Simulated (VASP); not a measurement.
# In2WSe3 (P6/mmm) in VASP: notebook

One crystal, In2WSe3, is run at these levels: PBE; tasks: relaxation of cell and atoms.

Program: VASP 6.6.1. These are calculated values, not measurements. Logs are shortened: lines on timing, memory, paths and dates and some standing lists are left out, and cuts for length are marked.

### 1 The structure

Symmetry: P6/mmm, No. 191, hexagonal system. Conventional cell: a = 6.326 Å, b = 6.326 Å, c = 4.471 Å, α = 90.00°, β = 90.00°, γ = 120.00°. Around In (site symmetry -6m2) lie 6 Se at 2.89 Å. W (site symmetry 6/mmm) has 6 In at 3.65 Å and 12 Se at 3.87 Å as nearest neighbours. Around Se (site symmetry mmm) lie 4 In at 2.89 Å and 4 Se at 3.16 Å.

The cell was built by a generator and needn't be a form met in nature.

### 2 Relaxation of cell and atoms, PBE

Contents of INCAR:

```
ALGO = Fast
EDIFF = 1E-4
EDIFFG = -0.08
ENCUT = 520
GGA = PE
IBRION = 2
ISIF = 3
ISMEAR = 0
KPAR = 2
LASPH = T
LCHARG = F
LREAL = F
LWAVE = F
NELM = 60
NSW = 24
PREC = Normal
SIGMA = 0.15
```

Contents of KPOINTS:

```
k-points
0
Gamma
  3 3 3
```

Contents of POSCAR:

```
In2WSe3
1.0
    6.3258809700      0.0000000000      0.0000000000
   -3.1629404900      5.4783736200      0.0000000000
    0.0000000000      0.0000000000      4.4714517900
In W Se
2 1 3
Direct
    0.3333333300      0.6666666700      0.0000000000
    0.6666666700      0.3333333300      0.0000000000
    0.0000000000      0.0000000000      0.0000000000
    0.5000000000      0.0000000000      0.5000000000
    0.5000000000      0.5000000000      0.5000000000
    0.0000000000      0.5000000000      0.5000000000
```

Potentials or basis: VASP PAW PBE potentials, release 64 (In_d, W_sv, Se).

Launch:

```console
> cat potpaw_PBE.64/In_d/POTCAR potpaw_PBE.64/W_sv/POTCAR potpaw_PBE.64/Se/POTCAR > POTCAR
> mpirun -np 2 vasp_std > vasp.out
```

OUTCAR:

```text
EDIFF = 1E-4
   EDIFFG = -0.08
   ENCUT = 520
   GGA = PE
   IBRION = 2
   ISIF = 3
   ISMEAR = 0
   LASPH = T
   LREAL = F
   NELM = 60
   NSW = 24
   PREC = Normal

 ion  position               nearest neighbor table
   1  0.333  0.667  0.000-   6 2.89   6 2.89   4 2.89   4 2.89   5 2.89   5 2.89   2 3.65   2 3.65
                             3 3.65   3 3.65   3 3.65   2 3.65
   2  0.667  0.333  0.000-   6 2.89   6 2.89   4 2.89   4 2.89   5 2.89   5 2.89   1 3.65   1 3.65
                             3 3.65   3 3.65   3 3.65   1 3.65
   3  0.000  0.000  0.000-   1 3.65   2 3.65   2 3.65   1 3.65   2 3.65   1 3.65
   4  0.500  0.000  0.500-   1 2.89   2 2.89   1 2.89   2 2.89
   5  0.500  0.500  0.500-   1 2.89   2 2.89   1 2.89   2 2.89
   6  0.000  0.500  0.500-   1 2.89   2 2.89   1 2.89   2 2.89

  LATTYP: Found a hexagonal cell.
 ALAT       =     6.3258809700
 C/A-ratio  =     0.7068504468

  Lattice vectors:

 A1 = (   6.3258809700,   0.0000000000,   0.0000000000)
 A2 = (  -3.1629404900,   5.4783736200,   0.0000000000)
 A3 = (   0.0000000000,   0.0000000000,   4.4714517900)

Analysis of symmetry for initial positions (statically):
=====================================================================
 Subroutine PRICEL returns:
 Original cell was already a primitive cell.

 Routine SETGRP: Setting up the symmetry group for a
 hexagonal supercell.

 Subroutine GETGRP returns: Found 24 space group operations
 (whereof 24 operations were pure point group operations)
 out of a pool of 24 trial point group operations.

The static configuration has the point symmetry D_6h.

Analysis of symmetry for dynamics (positions and initial velocities):
=====================================================================
 Subroutine PRICEL returns:
 Original cell was already a primitive cell.

 Routine SETGRP: Setting up the symmetry group for a
 hexagonal supercell.

 Subroutine GETGRP returns: Found 24 space group operations
 (whereof 24 operations were pure point group operations)
 out of a pool of 24 trial point group operations.

The dynamic configuration has the point symmetry D_6h.

 Subroutine INISYM returns: Found 24 space group operations
 (whereof 24 operations are pure point group operations),
 and found     1 'primitive' translations

----------------------------------------------------------------------------------------

                                     Primitive cell

  volume of cell :     154.9606

  direct lattice vectors                    reciprocal lattice vectors
     6.325880970  0.000000000  0.000000000     0.158080749  0.091267963  0.000000000
    -3.162940490  5.478373620  0.000000000     0.000000000  0.182535926  0.000000000
     0.000000000  0.000000000  4.471451790     0.000000000  0.000000000  0.223641011

  length of vectors
     6.325880970  6.325880971  4.471451790     0.182535926  0.182535926  0.223641011

  position of ions in fractional coordinates (direct lattice)
     0.333333330  0.666666670  0.000000000
     0.666666670  0.333333330  0.000000000
     0.000000000  0.000000000  0.000000000
     0.500000000  0.000000000  0.500000000
     0.500000000  0.500000000  0.500000000
     0.000000000  0.500000000  0.500000000

  ion indices of the primitive-cell ions
   primitive index   ion index
                 1           1
                 2           2
                 3           3
                 4           4
                 5           5
                 6           6

----------------------------------------------------------------------------------------

 KPOINTS: k-points

Automatic generation of k-mesh.
[... 72 lines left out ...]
   GGA     = PE    functional components
   LHFCALC =     F    Hartree Fock is set to
   AEXX    =    0.0000 exact exchange contribution
   IVDW    =     0    specifies the selected vdW correction
   LEPSILON=     F    determine dielectric tensor
   LRPA    =     F    only Hartree local field effects (RPA)
 conjugate gradient relaxation of ions
 non-spin polarized calculation
 RMM-DIIS sequential band-by-band and
 Gauss-broadening in eV      SIGMA  =   0.15
  energy-cutoff  :      520.00
  volume of cell :      154.96
 maximum number of plane-waves:      4187
   NGX = 23   NGY = 23   NGZ = 17

--------------------------------------- Ionic step        1  -------------------------------------------

 number of electron      58.0000030 magnetization

 Free energy of the ion-electron system (eV)
  ---------------------------------------------------
  ext. energy  EPLUGINS =         0.00000000
  ---------------------------------------------------
  free energy    TOTEN  =       -20.28743561 eV

  energy without entropy =      -20.13939005  energy(sigma->0) =      -20.21341283

 E-fermi :   5.2105     XC(G=0):  -9.9415

 val. band max:        5.1938979608   @ k =   0.3333   0.0000   0.0000
 cond. band min:       5.2164216948   @ k =   0.3333   0.3333   0.0000
 fundamental gap:      0.0225237340
 Fermi energy:         5.2105053499

 k-point     1 :       0.0000    0.0000    0.0000
  band No.  band energies     occupation
      1     -69.5182      2.00000
      2     -33.7319      2.00000
      3     -33.5687      2.00000
      4     -33.5687      2.00000
      5      -9.7614      2.00000
      6      -9.3075      2.00000
[... 211 lines left out ...]
     33       6.2764      0.00000
     34       7.8365      0.00000

------------------------ aborting loop because EDIFF is reached ----------------------------------------

  FORCE on cell =-STRESS in cart. coord.  units (eV):
  Direction    XX          YY          ZZ          XY          YZ          ZX
  --------------------------------------------------------------------------------------
  -------------------------------------------------------------------------------------
  Total       -1.5555392     -1.5555392     -2.1346268      0.0000000     -0.0000000      0.0000000
  in kB      -16.0831206    -16.0831206    -22.0704564      0.0000000     -0.0000000      0.0000000
  external PRESSURE =     -18.0788992 kB  Pullay stress =       0.0000000 kB

 VOLUME and BASIS-vectors are now :
 -----------------------------------------------------------------------------
  energy-cutoff  :      520.00
  volume of cell :      154.96
      direct lattice vectors                 reciprocal lattice vectors
     6.325880970  0.000000000  0.000000000     0.158080749  0.091267963  0.000000000
    -3.162940490  5.478373620  0.000000000     0.000000000  0.182535926  0.000000000
     0.000000000  0.000000000  4.471451790     0.000000000  0.000000000  0.223641011

 POSITION                                       TOTAL-FORCE (eV/Angst)
 -----------------------------------------------------------------------------------
     -0.00000      3.65225      0.00000        -0.000000     -0.000000     -0.000000
      3.16294      1.82612      0.00000         0.000000      0.000000      0.000000
      0.00000      0.00000      0.00000         0.000000      0.000000      0.000000
      3.16294      0.00000      2.23573         0.000000      0.000000      0.000000
      1.58147      2.73919      2.23573         0.000000      0.000000      0.000000
     -1.58147      2.73919      2.23573         0.000000      0.000000      0.000000
 -----------------------------------------------------------------------------------
    total drift:                               -0.000000      0.000000     -0.000000

  FREE ENERGIE OF THE ION-ELECTRON SYSTEM (eV)
  ---------------------------------------------------
  free  energy   TOTEN  =       -20.2874356054 eV

  energy  without entropy=      -20.1393900535  energy(sigma->0) =      -20.21341283

--------------------------------------- Ionic step        2  -------------------------------------------

 number of electron      57.9999992 magnetization

 Free energy of the ion-electron system (eV)
  ---------------------------------------------------
  ext. energy  EPLUGINS =         0.00000000
  ---------------------------------------------------
  free energy    TOTEN  =       -20.33549112 eV

  energy without entropy =      -20.21173217  energy(sigma->0) =      -20.27361165

 E-fermi :   5.6885     XC(G=0): -10.1382

 val. band max:        5.6474667498   @ k =   0.3333   0.0000   0.0000
 cond. band min:       5.7091733482   @ k =   0.3333   0.3333   0.0000
 fundamental gap:      0.0617065984
 Fermi energy:         5.6885006881

 k-point     1 :       0.0000    0.0000    0.0000
  band No.  band energies     occupation
      1     -69.0063      2.00000
      2     -33.2172      2.00000
      3     -33.0657      2.00000
      4     -33.0657      2.00000
      5      -9.5379      2.00000
      6      -8.9166      2.00000
[... 211 lines left out ...]
     33       6.8544      0.00000
     34       6.8808      0.00000

------------------------ aborting loop because EDIFF is reached ----------------------------------------

  FORCE on cell =-STRESS in cart. coord.  units (eV):
  Direction    XX          YY          ZZ          XY          YZ          ZX
  --------------------------------------------------------------------------------------
  -------------------------------------------------------------------------------------
  Total       -0.1559132     -0.1559132     -0.0211441      0.0000000     -0.0000000      0.0000000
  in kB       -1.6819889     -1.6819889     -0.2281017      0.0000000     -0.0000000      0.0000000
  external PRESSURE =      -1.1973598 kB  Pullay stress =       0.0000000 kB

 VOLUME and BASIS-vectors are now :
 -----------------------------------------------------------------------------
  energy-cutoff  :      520.00
  volume of cell :      148.52
      direct lattice vectors                 reciprocal lattice vectors
     6.246761766  0.000000000  0.000000000     0.160082942  0.092423930  0.000000000
    -3.123380888  5.409854379  0.000000000    -0.000000000  0.184847859  0.000000000
     0.000000000 -0.000000000  4.394706728     0.000000000 -0.000000000  0.227546469

 POSITION                                       TOTAL-FORCE (eV/Angst)
 -----------------------------------------------------------------------------------
     -0.00000      3.60657      4.39471        -0.000000      0.000000      0.000000
      3.12338      1.80328      0.00000         0.000000     -0.000000     -0.000000
      0.00000      0.00000      0.00000         0.000000     -0.000000      0.000000
      3.12338      0.00000      2.19735         0.000000     -0.000000      0.000000
      1.56169      2.70493      2.19735         0.000000     -0.000000      0.000000
     -1.56169      2.70493      2.19735         0.000000     -0.000000      0.000000
 -----------------------------------------------------------------------------------
    total drift:                                0.000000      0.000000     -0.000000

  FREE ENERGIE OF THE ION-ELECTRON SYSTEM (eV)
  ---------------------------------------------------
  free  energy   TOTEN  =       -20.3354911222 eV

  energy  without entropy=      -20.2117321686  energy(sigma->0) =      -20.27361165

 reached required accuracy - stopping structural energy minimisation
```

Run time: 27 s. Hardware: 2 MPI ranks of Intel Xeon 6975P-C (Granite Rapids), shared host; peak memory 0.2 GiB.

What came out:

```yaml
Free_energy: -20.3355 eV
Relaxed_volume: 24.75 Å³/atom
Relaxed_cell: a = 6.247 Å, b = 6.247 Å, c = 4.395 Å, α = 90.00°, β = 90.00°, γ = 120.00°
Space_group_after_relaxing_to_0.05_Å: P6/mmm (No. 191)
Energy_gained_by_relaxing: 8.0 meV/atom
Ionic_steps: 2
Pressure_after_relaxing: -0.1 GPa
Band_gap_on_the_k_mesh: none (metal or under the smearing width)
```

Step by step:
```csv
step,energy change (eV),largest force (eV/Å),pressure (GPa),volume (Å³)
1,0.0000,0.0000,-1.81,154.96
2,-0.0481,0.0000,-0.12,148.52
```

Final structure:
```
CELL_PARAMETERS angstrom
6.24676 0.00000 0.00000
-3.12338 5.40985 0.00000
0.00000 0.00000 4.39471
ATOMIC_POSITIONS crystal
In 0.33333 0.66667 0.00000
In 0.66667 0.33333 0.00000
W 0.00000 0.00000 0.00000
Se 0.50000 0.00000 0.50000
Se 0.50000 0.50000 0.50000
Se 0.00000 0.50000 0.50000
```

Caveat: the k mesh is coarse (spacing up to 0.47 Å⁻¹), so the values aren't converged; the relaxation stopped at a loose force limit of 0.08 eV/Å, so its end isn't a converged minimum.

### 3 Relaxation of cell and atoms, PBE

This run uses another cell than the first one: it holds 12 atoms, not 6.

Changes to INCAR since step 2:

```diff
@@ -8,6 +8,5 @@
 ISMEAR = 0
-KPAR = 2
 LASPH = T
 LCHARG = F
-LREAL = F
+LREAL = Auto
 LWAVE = F
```

Contents of KPOINTS:

```
k-points
0
Gamma
  2 2 3
```

Contents of POSCAR:

```
In2WSe3
1.0
    7.3700000000      0.0000000000      0.0000000000
   -3.6850000000      6.3826072300      0.0000000000
    0.0000000000      0.0000000000      6.2000000000
In W Se
4 2 6
Direct
    0.3333333300      0.6666666700      0.0000000000
    0.3333333300      0.6666666700      0.5000000000
    0.6666666700      0.3333333300      0.5000000000
    0.6666666700      0.3333333300      0.0000000000
    0.0000000000      0.0000000000      0.0000000000
    0.0000000000      0.0000000000      0.5000000000
    0.7250000000      0.0000000000      0.7500000000
    0.0000000000      0.2750000000      0.2500000000
    0.2750000000      0.0000000000      0.2500000000
    0.7250000000      0.7250000000      0.2500000000
    0.2750000000      0.2750000000      0.7500000000
    0.0000000000      0.7250000000      0.7500000000
```

Potentials or basis: VASP PAW PBE potentials, release 64 (In_d, W_sv, Se).

Launch:

```console
> cat potpaw_PBE.64/In_d/POTCAR potpaw_PBE.64/W_sv/POTCAR potpaw_PBE.64/Se/POTCAR > POTCAR
> mpirun -np 2 vasp_std > vasp.out
```

It took 77 s on 2 MPI ranks of Intel Xeon 6975P-C (Granite Rapids), shared host; peak memory 0.2 GiB.

The run converged. Its results:

* Free energy: -58.6461 eV
* Relaxed volume: 25.90 Å³/atom
* Relaxed cell: a = 7.511 Å, b = 7.511 Å, c = 6.363 Å, α = 90.00°, β = 90.00°, γ = 120.00°
* Space group after relaxing (to 0.05 Å): P6_3/mcm (No. 193)
* Energy gained by relaxing: 17.8 meV/atom
* Ionic steps: 6
* Pressure after relaxing: -0.2 GPa
* Largest force after relaxing: 0.068 eV/Å
* Band gap on the k mesh: none (metal or under the smearing width)

Forces in eV/Å, atoms in the order of the input:
```
In   0.000  0.000  0.000
In   0.000  0.000  0.000
In   0.000  0.000  0.000
In   0.000  0.000  0.000
W    0.000  0.000  0.000
W    0.000  0.000  0.000
Se   0.068  0.000  0.000
Se   0.034 -0.059  0.000
Se  -0.068  0.000  0.000
Se   0.034  0.059  0.000
Se  -0.034 -0.059  0.000
Se  -0.034  0.059  0.000
```

The path:
| step | energy change (eV) | largest force (eV/Å) | pressure (GPa) | volume (Å³) |
| --- | --- | --- | --- | --- |
| 1 | 0.0000 | 0.5299 | 3.99 | 291.65 |
| 2 | -0.0778 | 0.5897 | -2.45 | 317.97 |
| 3 | -0.1965 | 0.1487 | 0.22 | 305.93 |
| 4 | -0.1965 | 0.1565 | 0.11 | 306.25 |
| 5 | -0.2028 | 0.1366 | 0.10 | 307.40 |
| 6 | -0.2141 | 0.0680 | -0.17 | 310.85 |

Final structure:
```
In W Se
1.0
     7.51069    0.00000    0.00000
    -3.75534    6.50445    0.00000
     0.00000    0.00000    6.36302
In W Se
4 2 6
Direct
  0.33333 0.66667 0.00000
  0.33333 0.66667 0.50000
  0.66667 0.33333 0.50000
  0.66667 0.33333 0.00000
  0.00000 0.00000 0.00000
  0.00000 0.00000 0.50000
  0.72647 0.00000 0.75000
  0.00000 0.27353 0.25000
  0.27353 0.00000 0.25000
  0.72647 0.72647 0.25000
  0.27353 0.27353 0.75000
  0.00000 0.72647 0.75000
```

Levels at points of the mesh, in eV from the Fermi level:
| k point | band 56 | band 57 | band 58 | band 59 | band 60 | band 61 |
| --- | --- | --- | --- | --- | --- | --- |
| (0.00, 0.00, 0.00) | -1.19 | -0.09 | -0.09 | -0.02 | -0.02 | -0.02 |
| (0.50, 0.00, 0.00) | -0.88 | -0.09 | -0.08 | -0.05 | 0.05 | 0.61 |

Caveat: the k mesh is coarse (spacing up to 0.49 Å⁻¹), so the values aren't converged; the relaxation stopped at a loose force limit of 0.08 eV/Å, so its end isn't a converged minimum.
